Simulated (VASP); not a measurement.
Input:

```xyz
2
Lattice="0.0000 3.2726 3.2726 3.2726 0.0000 3.2726 3.2726 3.2726 0.0000" Properties=species:S:1:pos:R:3 pbc="T T T"
Rb     0.0000     0.0000     0.0000
Cl     3.2726     3.2726     3.2726
```

Level of theory: PBEsol GGA, VASP's PBE PAW potentials (set 64) (plane waves; VASP). Numerical set-up: 400 eV cut-off, 8×8×8 Γ-centred mesh, tetrahedra with Blöchl corrections, potentials Rb_sv Cl.

Problem. The job: RbCl (rock salt), 2 atoms, PBEsol, static run, 400 eV, 8×8×8 Γ-centred mesh. Roughly how much core time does it take on a busy server core?

Solution. About 20 core-seconds (one run on a shared machine, a rough figure). It had 29 irreducible k-points, 12 bands, up to 1288 plane waves and 13 electronic steps.

The compound is RbCl in the rock salt structure. It was relaxed first.
